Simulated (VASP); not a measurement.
All values below come from r2SCAN meta-GGA, VASP's PBE PAW potentials (set 64) (plane waves; VASP).

VASP ran on this input.

File KPOINTS:
```
kpoints
0
Gamma
 8 8 8
```

File POSCAR:
```
TlF
1.0
  3.1594320618   0.0000000000   0.0000000000
  0.0000000000   3.1594320618   0.0000000000
  0.0000000000   0.0000000000   3.1594320618
Tl F
1 1
Direct
  0.0000000000   0.0000000000   0.0000000000
  0.5000000000   0.5000000000   0.5000000000
```

### INCAR
```
SYSTEM = TlF
PREC = Accurate; ENCUT = 520; LREAL = .False.
LASPH = .True.
EDIFF = 1E-6; NELM = 100; ALGO = Normal
LMAXMIX = 4; LMIXTAU = .True.
ISMEAR = 0; SIGMA = 0.05
METAGGA = R2SCAN
IBRION = 2; NSW = 60; ISIF = 3
EDIFFG = -0.01
LWAVE = .False.; LCHARG = .False.
```

POTCAR, in this order: Tl_d F (PBE.64 set). Program: vasp_std.

Energy and stress use the plane-wave basis of the starting cell. Unless said otherwise, spin-orbit coupling is left out, though it shifts the bands of the heavy elements here.

What does the run give for the energy per atom (σ→0), volume per atom, band gap (on the k-mesh)?

```yaml
energy per atom (σ→0): -29.906 eV/atom
band gap (on the k-mesh): 1.62 eV
volume_per_atom: 18.65 Å³/atom
```

**OSZICAR**
```
...
DAV:   2    -0.598124875290E+02    0.44960E-03   -0.14735E-03   980   0.359E-01    0.346E-02
DAV:   3    -0.598124534939E+02    0.34035E-04   -0.12112E-04   980   0.118E-01    0.250E-02
DAV:   4    -0.598124471394E+02    0.63546E-05   -0.29840E-05   980   0.616E-02    0.188E-02
DAV:   5    -0.598123657661E+02    0.81373E-04   -0.50528E-05   980   0.833E-02    0.279E-03
DAV:   6    -0.598124539583E+02   -0.88192E-04   -0.42970E-05   980   0.711E-02    0.240E-03
DAV:   7    -0.598124569866E+02   -0.30282E-05   -0.10353E-06   748   0.949E-03    0.819E-04
DAV:   8    -0.598124578601E+02   -0.87353E-06   -0.60313E-07   700   0.776E-03
   5 F= -.59812458E+02 E0= -.59812458E+02  d E =-.135152E-04
```

The structure was generated: TlF was put into the CsCl type type (Pm-3m), which need not be its known phase. This run relaxes it. Symmetry was kept, so distortions that lower it aren't found. The start is the result of an earlier pass.
